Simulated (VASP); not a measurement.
ReF4:

```
CELL_PARAMETERS angstrom
4.06224 0.00000 0.00000
0.00000 4.06224 0.00000
0.00000 0.00000 4.06224
ATOMIC_POSITIONS crystal
Re 0.00000 0.00000 0.00000
F 0.50000 0.00000 0.00000
F 0.00000 0.50000 0.00000
F 0.00000 0.00000 0.50000
F 0.50000 0.50000 0.50000
```

The cell was built by a generator and needn't be a form met in nature.

The cell isn't the ideal one: random cell by space group and Wyckoff sites (Pm-3m, No. 221).

- Program: VASP 6.6.1
- Task: relaxation of cell and atoms
- Functional: PBE
- Potentials or basis: VASP PAW PBE potentials, release 64 (Re, F)
- Cutoff: 600 eV
- k mesh: 4 × 4 × 4
- Occupations: gaussian, width 0.1 eV
- Spin: collinear spin, typed start
- Starting moments: [1.0, 0.0, 0.0, 0.0, 0.0] μB

At the start: pressure -11.9 GPa; volume 13.41 Å³/atom.

Problem. Where does the relaxation end?

Solution. Over 3 steps the energy falls by 53.6 meV/atom and the volume is 12.11 Å³/atom (-9.7 %); space group Pm-3m (No. 221, to 0.05 Å); moment 0.00 μB per cell.

The path:
| step | energy change (eV) | largest force (eV/Å) | pressure (GPa) | volume (Å³) |
| --- | --- | --- | --- | --- |
| 1 | 0.0000 | 0.0000 | -11.92 | 67.03 |
| 2 | -0.2034 | 0.0000 | 7.95 | 57.82 |
| 3 | -0.2679 | 0.0000 | -0.03 | 60.56 |

Final structure:
```
Re F
1.0
     3.92702    0.00000    0.00000
     0.00000    3.92702    0.00000
     0.00000    0.00000    3.92702
Re F
1 4
Direct
  0.00000 0.00000 0.00000
  0.50000 0.00000 0.00000
  0.00000 0.50000 0.00000
  0.00000 0.00000 0.50000
  0.50000 0.50000 0.50000
```

Caveat: the k mesh is coarse (spacing up to 0.39 Å⁻¹), so the values aren't converged.
